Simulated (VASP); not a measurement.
# OInCl2H in VASP: notebook

Aim: see how the results for OInCl2H move with the level of theory and the settings. Levels: PBE, PBE+TS. Tasks: single point, relaxation of the atoms, atomic charges.

Everything below comes from runs of VASP 6.6.1. Logs are shortened: lines on timing, memory, paths and dates and some standing lists are left out, and cuts for length are marked.

**1. The molecule as given**

The cell holds a molecule in a box, 5 atoms: a = 13.000 Å, b = 13.000 Å, c = 12.000 Å, α = 90.00°, β = 90.00°, γ = 90.00°.

**2. Single point, PBE (atoms moved at random, drawn with an rms of 0.05 Å)**

INCAR

```
SYSTEM = InHCl2O
PREC = Accurate
ENCUT = 520
EDIFF = 1E-6
ISMEAR = 0
SIGMA = 0.01
LREAL = .FALSE.
LASPH = .TRUE.
NELM = 80
ALGO = Normal
ISIF = 2
LWAVE = .FALSE.
LCHARG = .TRUE.
GGA = PE
LELF = .TRUE.
LVHAR = .TRUE.
LVACPOTAV = .TRUE.
```

KPOINTS

```
regular mesh
0
G
  1 1 1
  0 0 0
```

POSCAR

```
InHCl2O
1.0
   13.0000000000      0.0000000000      0.0000000000
    0.0000000000     13.0000000000      0.0000000000
    0.0000000000      0.0000000000     12.0000000000
O In Cl H
1 1 2 1
Direct
    0.4700690000      0.6117210000      0.4968940000
    0.4918050000      0.4622430000      0.4996120000
    0.6303310000      0.3931290000      0.5959750000
    0.3770260000      0.3557610000      0.4071590000
    0.5218280000      0.6489500000      0.5379280000
```

Potentials or basis: VASP PAW PBE potentials, release 64 (O, In_d, Cl, H).

Started as:

```bash
$ cat potpaw_PBE.64/O/POTCAR potpaw_PBE.64/In_d/POTCAR potpaw_PBE.64/Cl/POTCAR potpaw_PBE.64/H/POTCAR > POTCAR
$ mpirun -np 1 vasp_gam > vasp.out
```

OUTCAR:

```text
SYSTEM = InHCl2O
   PREC = Accurate
   ENCUT = 520
   EDIFF = 1E-6
   ISMEAR = 0
   LREAL = .FALSE.
   LASPH = .TRUE.
   NELM = 80
   ISIF = 2
   GGA = PE

 ion  position               nearest neighbor table
   1  0.470  0.612  0.497-   5 0.96   2 1.96
   2  0.492  0.462  0.500-   1 1.96   4 2.32   3 2.32
   3  0.630  0.393  0.596-   2 2.32
   4  0.377  0.356  0.407-   2 2.32
   5  0.522  0.649  0.538-   1 0.96

  LATTYP: Found a simple tetragonal cell.
 ALAT       =    13.0000000000
 C/A-ratio  =     0.9230769231

  Lattice vectors:

 A1 = (  13.0000000000,   0.0000000000,   0.0000000000)
 A2 = (   0.0000000000,  13.0000000000,   0.0000000000)
 A3 = (   0.0000000000,   0.0000000000,  12.0000000000)

Analysis of symmetry for initial positions (statically):
=====================================================================
 Subroutine PRICEL returns:
 Original cell was already a primitive cell.

 Routine SETGRP: Setting up the symmetry group for a
 simple tetragonal supercell.

 Subroutine GETGRP returns: Found  1 space group operations
 (whereof  1 operations were pure point group operations)
 out of a pool of 16 trial point group operations.

The static configuration has the point symmetry C_1 .

Analysis of symmetry for dynamics (positions and initial velocities):
=====================================================================
 Subroutine PRICEL returns:
 Original cell was already a primitive cell.

 Routine SETGRP: Setting up the symmetry group for a
 simple tetragonal supercell.

 Subroutine GETGRP returns: Found  1 space group operations
 (whereof  1 operations were pure point group operations)
 out of a pool of 16 trial point group operations.

The dynamic configuration has the point symmetry C_1 .

 Subroutine INISYM returns: Found  1 space group operations
 (whereof  1 operations are pure point group operations),
 and found     1 'primitive' translations

----------------------------------------------------------------------------------------

                                     Primitive cell

  volume of cell :    2028.0000

  direct lattice vectors                    reciprocal lattice vectors
    13.000000000  0.000000000  0.000000000     0.076923077  0.000000000  0.000000000
     0.000000000 13.000000000  0.000000000     0.000000000  0.076923077  0.000000000
     0.000000000  0.000000000 12.000000000     0.000000000  0.000000000  0.083333333

  length of vectors
    13.000000000 13.000000000 12.000000000     0.076923077  0.076923077  0.083333333

  position of ions in fractional coordinates (direct lattice)
     0.470069000  0.611721000  0.496894000
     0.491805000  0.462243000  0.499612000
     0.630331000  0.393129000  0.595975000
     0.377026000  0.355761000  0.407159000
     0.521828000  0.648950000  0.537928000

  ion indices of the primitive-cell ions
   primitive index   ion index
                 1           1
                 2           2
                 3           3
                 4           4
                 5           5

----------------------------------------------------------------------------------------

 KPOINTS: regular mesh

Automatic generation of k-mesh.
 Grid dimensions read from file:
 generate k-points for:    1    1    1

 Generating k-lattice:

  Cartesian coordinates                     Fractional coordinates (reciprocal lattice)
     0.076923077  0.000000000  0.000000000     1.000000000  0.000000000  0.000000000
     0.000000000  0.076923077  0.000000000     0.000000000  1.000000000  0.000000000
     0.000000000  0.000000000  0.083333333     0.000000000  0.000000000  1.000000000

  Length of vectors
     0.076923077  0.076923077  0.083333333

  Shift w.r.t. Gamma in fractional coordinates (k-lattice)
     0.000000000  0.000000000  0.000000000

 Subroutine IBZKPT returns following result:
 ===========================================

 Found      1 irreducible k-points:

 Following reciprocal coordinates:
            Coordinates               Weight
  0.000000  0.000000  0.000000      1.000000
   k-points           NKPTS =      1   k-points in BZ     NKDIM =      1   number of bands    NBANDS=     21
   number of dos      NEDOS =    301   number of ions     NIONS =      5
   total plane-waves  NPLWV = 864360
   dimension x,y,z NGX =    98 NGY =   98 NGZ =   90
   dimension x,y,z NGXF=   196 NGYF=  196 NGZF=  180
   ions per type =               1   1   2   1
   NGX,Y,Z   is equivalent  to a cutoff of  12.53, 12.53, 12.47 a.u.
   NGXF,Y,Z  is equivalent  to a cutoff of  25.06, 25.06, 24.94 a.u.
 SYSTEM =  InHCl2O
   PREC   = accura    normal or accurate (medium, high low for compatibility)
   ISTART =      0    job   : 0-new  1-cont  2-samecut
   ICHARG =      2    charge: 1-file 2-atom 10-const
   ISPIN  =      1    spin polarized calculation?
   LNONCOLLINEAR =      F non collinear calculations
   LSORBIT =      F    spin-orbit coupling
   LASPH  =      T    aspherical Exc in radial PAW
   ENCUT  =  520.0 eV  38.22 Ry    6.18 a.u.  24.17 24.17 22.31*2*pi/ulx,y,z
   NELM   =     80;   NELMIN=  2; NELMDL= -5     # of ELM steps
   EDIFF  = 0.1E-05   stopping-criterion for ELM
   LREAL  =      F    real-space projection
   EDIFFG = 0.1E-04   stopping-criterion for IOM
   NSW    =      0    number of steps for IOM
   IBRION =     -1    ionic relax: 0-MD 1-quasi-New 2-CG
   NFREE  =      0    steps in history (QN), initial steepest desc. (CG)
   ISIF   =      2    stress and relaxation
   ISYM   =      2    0-nonsym 1-usesym 2-fastsym
   POTIM  = 0.5000    time-step for ionic-motion
   TEBEG  =    0.0;   TEEND  =   0.0 temperature during run
   PSTRESS=    0.0 pullay stress
   NELECT =      34.0000    total number of electrons
   NUPDOWN=      -1.0000    fix difference up-down
   EMIN   =  10.00;   EMAX   =-10.00  energy-range for DOS
   EFERMI =   0.00;   METHOD = LEGACY
   ISMEAR =     0;   SIGMA  =   0.01  broadening in eV -4-tet -1-fermi 0-gaus
   EFERMI_NEDOS =   21; number of points for ismear=-14 and -15
   IALGO  =     38    algorithm
   IMIX   =      4    mixing-type and parameters
     AMIX     =   0.40;   BMIX     =  1.00
     AMIX_MAG =   1.60;   BMIX_MAG =  1.00
  volume/ion in A,a.u.               =     405.60      2737.12
  Fermi-wavevector in a.u.,A,eV,Ry     =   0.418998  0.791791  2.388628  0.175559
  Thomas-Fermi vector in A             =   1.380257
   LORBIT       =      0    0 simple, 1 ext, 2 COOP (PROOUT), +10 PAW based schemes
   GGA     = PE    functional components
   LHFCALC =     F    Hartree Fock is set to
   AEXX    =    0.0000 exact exchange contribution
   IVDW    =     0    specifies the selected vdW correction
   LEPSILON=     F    determine dielectric tensor
   LRPA    =     F    only Hartree local field effects (RPA)
 non-spin polarized calculation
 Gauss-broadening in eV      SIGMA  =   0.01
  energy-cutoff  :      520.00
  volume of cell :     2028.00
 maximum number of plane-waves:     27285
 NGX is ok and might be reduce to    98
   NGX = 49   NGY = 49   NGZ = 45

 number of electron      33.9999997 magnetization

 Free energy of the ion-electron system (eV)
  ---------------------------------------------------
  ext. energy  EPLUGINS =         0.00000000
  ---------------------------------------------------
  free energy    TOTEN  =       -18.89708204 eV

  energy without entropy =      -18.89708204  energy(sigma->0) =      -18.89708204

 E-fermi :  -7.2353     XC(G=0):  -0.8397

 val. band max:       -7.3189583081   @ k =   0.0000   0.0000   0.0000
 cond. band min:      -3.2252513796   @ k =   0.0000   0.0000   0.0000
 fundamental gap:      4.0937069285
 Fermi energy:        -7.2352592015

 k-point     1 :       0.0000    0.0000    0.0000
  band No.  band energies     occupation
      1     -24.5397      2.00000
      2     -20.8240      2.00000
      3     -20.7535      2.00000
      4     -19.9212      2.00000
      5     -19.8527      2.00000
      6     -19.6856      2.00000
[... 13 lines left out ...]
     20      -0.3467      0.00000
     21       0.0900      0.00000

------------------------ aborting loop because EDIFF is reached ----------------------------------------

  FORCE on cell =-STRESS in cart. coord.  units (eV):
  Direction    XX          YY          ZZ          XY          YZ          ZX
  --------------------------------------------------------------------------------------
  -------------------------------------------------------------------------------------
  Total        0.3478723      0.9902125      0.1083215     -0.1750604     -0.0325415      0.2773659
  in kB        0.2748289      0.7822959      0.0855770     -0.1383027     -0.0257087      0.2191269
  external PRESSURE =       0.3809006 kB  Pullay stress =       0.0000000 kB

 VOLUME and BASIS-vectors are now :
 -----------------------------------------------------------------------------
  energy-cutoff  :      520.00
  volume of cell :     2028.00
      direct lattice vectors                 reciprocal lattice vectors
    13.000000000  0.000000000  0.000000000     0.076923077  0.000000000  0.000000000
     0.000000000 13.000000000  0.000000000     0.000000000  0.076923077  0.000000000
     0.000000000  0.000000000 12.000000000     0.000000000  0.000000000  0.083333333

 POSITION                                       TOTAL-FORCE (eV/Angst)
 -----------------------------------------------------------------------------------
      6.11090      7.95237      5.96273        -0.479539      0.287132     -0.305702
      6.39346      6.00916      5.99534        -0.034666     -0.468698     -0.044829
      8.19430      5.11068      7.15170         0.108825     -0.065388      0.064761
      4.90134      4.62489      4.88591         0.034014      0.038728      0.019996
      6.78376      8.43635      6.45514         0.371366      0.208227      0.265773
 -----------------------------------------------------------------------------------
    total drift:                               -0.000124      0.000010      0.000812

  FREE ENERGIE OF THE ION-ELECTRON SYSTEM (eV)
  ---------------------------------------------------
  free  energy   TOTEN  =       -18.8970820412 eV

  energy  without entropy=      -18.8970820412  energy(sigma->0) =      -18.89708204
```

Run time: 3.3 min. Hardware: 1 thread of Intel Xeon Platinum 8375C at 2.90GHz (Ice Lake), shared host; peak memory 1.5 GiB.

Results:

| Property | Result |
| --- | --- |
| Free energy | -18.8971 eV |
| Largest force | 0.637 eV/Å |
| Gap between the frontier levels | 4.09 eV |

Forces on the atoms (eV/Å):
```
O   -0.480  0.287 -0.306
In  -0.035 -0.469 -0.045
Cl   0.109 -0.065  0.065
Cl   0.034  0.039  0.020
H    0.371  0.208  0.266
```

Levels at points of the mesh, in eV from the valence-band top:
| k point | band 14 | band 15 | band 16 | band 17 | band 18 | band 19 | band 20 | band 21 |
| --- | --- | --- | --- | --- | --- | --- | --- | --- |
| (0.00, 0.00, 0.00) | -0.29 | -0.19 | -0.14 | 0.00 | 4.09 | 5.53 | 6.97 | 7.41 |

Caveat: spin-orbit coupling is left out, which moves the levels of the heavy elements.

**3. Relaxation of the atoms, PBE (atoms moved at random, drawn with an rms of 0.02 Å)**

INCAR

```
ALGO = Normal
EDIFF = 1E-6
EDIFFG = -0.01
ENCUT = 520
GGA = PE
IBRION = 2
ISIF = 2
ISMEAR = 0
LASPH = True
LCHARG = False
LREAL = False
LWAVE = False
NELM = 100
NSW = 40
PREC = Accurate
SIGMA = 0.01
```

KPOINTS

```
k-points
0
Gamma
  1 1 1
```

POSCAR

```
InHCl2O
1.0
   13.0000000000      0.0000000000      0.0000000000
    0.0000000000     13.0000000000      0.0000000000
    0.0000000000      0.0000000000     12.0000000000
O In Cl H
1 1 2 1
Direct
    0.4696820000      0.6112360000      0.4979150000
    0.4893180000      0.4619750000      0.5017760000
    0.6283640000      0.3924940000      0.5937990000
    0.3736740000      0.3563280000      0.4106630000
    0.5223520000      0.6472790000      0.5379520000
```

Potentials or basis: VASP PAW PBE potentials, release 64 (O, In_d, Cl, H).

Started as:

```bash
$ cat potpaw_PBE.64/O/POTCAR potpaw_PBE.64/In_d/POTCAR potpaw_PBE.64/Cl/POTCAR potpaw_PBE.64/H/POTCAR > POTCAR
$ mpirun -np 1 vasp_gam > vasp.out
```

OUTCAR:

```text
EDIFF = 1E-6
   EDIFFG = -0.01
   ENCUT = 520
   GGA = PE
   IBRION = 2
   ISIF = 2
   ISMEAR = 0
   LASPH = True
   LREAL = False
   NELM = 100
   NSW = 40
   PREC = Accurate

 ion  position               nearest neighbor table
   1  0.470  0.611  0.498-   5 0.96   2 1.96
   2  0.489  0.462  0.502-   1 1.96   3 2.30   4 2.31
   3  0.628  0.392  0.594-   2 2.30
   4  0.374  0.356  0.411-   2 2.31
   5  0.522  0.647  0.538-   1 0.96

  LATTYP: Found a simple tetragonal cell.
 ALAT       =    13.0000000000
 C/A-ratio  =     0.9230769231

  Lattice vectors:

 A1 = (  13.0000000000,   0.0000000000,   0.0000000000)
 A2 = (   0.0000000000,  13.0000000000,   0.0000000000)
 A3 = (   0.0000000000,   0.0000000000,  12.0000000000)

Analysis of symmetry for initial positions (statically):
=====================================================================
 Subroutine PRICEL returns:
 Original cell was already a primitive cell.

 Routine SETGRP: Setting up the symmetry group for a
 simple tetragonal supercell.

 Subroutine GETGRP returns: Found  1 space group operations
 (whereof  1 operations were pure point group operations)
 out of a pool of 16 trial point group operations.

The static configuration has the point symmetry C_1 .
[... 149 lines left out ...]

  FORCE on cell =-STRESS in cart. coord.  units (eV):
  Direction    XX          YY          ZZ          XY          YZ          ZX
  --------------------------------------------------------------------------------------
  -------------------------------------------------------------------------------------
  Total        0.9490239      1.5359567      0.3521034     -0.1813266     -0.0138543      0.6593515
  in kB        0.7497557      1.2134492      0.2781716     -0.1432531     -0.0109453      0.5209063
  external PRESSURE =       0.7471255 kB  Pullay stress =       0.0000000 kB
[... 98 lines left out ...]
  FREE ENERGIE OF THE ION-ELECTRON SYSTEM (eV)
  ---------------------------------------------------
  free  energy   TOTEN  =       -18.8994788658 eV

  energy  without entropy=      -18.8994788658  energy(sigma->0) =      -18.89947887

[... ionic steps 4 to 17 ...]

--------------------------------------- Ionic step       18  -------------------------------------------

 number of electron      34.0000002 magnetization

------------------------ aborting loop because EDIFF is reached ----------------------------------------
[... 73 lines left out ...]
--------------------------------------- Ionic step       20  -------------------------------------------

 number of electron      34.0000002 magnetization

 Free energy of the ion-electron system (eV)
  ---------------------------------------------------
  ext. energy  EPLUGINS =         0.00000000
  ---------------------------------------------------
  free energy    TOTEN  =       -18.90897936 eV

  energy without entropy =      -18.90897936  energy(sigma->0) =      -18.90897936

 E-fermi :  -7.2027     XC(G=0):  -0.8390

 val. band max:       -7.2631537004   @ k =   0.0000   0.0000   0.0000
 cond. band min:      -3.2999315006   @ k =   0.0000   0.0000   0.0000
 fundamental gap:      3.9632221997
 Fermi energy:        -7.2026930854

 k-point     1 :       0.0000    0.0000    0.0000
  band No.  band energies     occupation
      1     -24.3868      2.00000
      2     -20.8585      2.00000
      3     -20.7549      2.00000
      4     -19.9503      2.00000
      5     -19.8787      2.00000
      6     -19.7068      2.00000
[... 45 lines left out ...]
  FREE ENERGIE OF THE ION-ELECTRON SYSTEM (eV)
  ---------------------------------------------------
  free  energy   TOTEN  =       -18.9089793597 eV

  energy  without entropy=      -18.9089793597  energy(sigma->0) =      -18.90897936

 reached required accuracy - stopping structural energy minimisation
```

It took 22 min on 1 thread of Intel Xeon Platinum 8375C at 2.90GHz (Ice Lake), shared host; peak memory 1.5 GiB.

What came out:

- Free energy: -18.9090 eV
- Energy gained by relaxing: 4.8 meV/atom
- Ionic steps: 20
- Largest force after relaxing: 0.008 eV/Å
- Gap between the frontier levels: 3.96 eV

Forces on the atoms (eV/Å):
```
O    0.000  0.003  0.002
In   0.008 -0.002  0.001
Cl  -0.001 -0.002  0.001
Cl  -0.002  0.000 -0.001
H   -0.005  0.001 -0.003
```

Step by step:
| step | energy change (eV) | largest force (eV/Å) | pressure (GPa) |
| --- | --- | --- | --- |
| 1 | 0.0000 | 0.8546 | 0.07 |
| 2 | 0.0324 | 1.9966 | -0.04 |
| 3 | -0.0143 | 0.6039 | 0.03 |
| 4 | -0.0172 | 0.5120 | 0.00 |
| 5 | -0.0214 | 0.2056 | 0.01 |
| 6 | -0.0236 | 0.0361 | 0.00 |
| 7 | -0.0236 | 0.0318 | -0.01 |
| 8 | -0.0237 | 0.0389 | -0.01 |
| 9 | -0.0237 | 0.0281 | -0.01 |
| 10 | -0.0237 | 0.0165 | -0.01 |
| 11 | -0.0237 | 0.0181 | -0.01 |
| 12 | -0.0237 | 0.0136 | -0.01 |
| 13 | -0.0237 | 0.0224 | -0.01 |
| 14 | -0.0237 | 0.0525 | 0.00 |
| 15 | -0.0237 | 0.0277 | -0.01 |
| 16 | -0.0237 | 0.0221 | -0.01 |
| 17 | -0.0238 | 0.0235 | -0.01 |
| 18 | -0.0238 | 0.0254 | -0.01 |
| 19 | -0.0238 | 0.0201 | -0.01 |
| 20 | -0.0238 | 0.0081 | -0.01 |

Final structure:
```
O In Cl H
1.0
    13.00000    0.00000    0.00000
     0.00000   13.00000    0.00000
     0.00000    0.00000   12.00000
O In Cl H
1 1 2 1
Cartesian
  6.0881 7.9696 5.9678
  6.3612 5.9957 6.0120
  8.1886 5.0900 7.1408
  4.8475 4.6263 4.9233
  6.7987 8.4195 6.4614
```

Caveat: spin-orbit coupling is left out, which moves the levels of the heavy elements.

(Continued in part 2 of 2.)
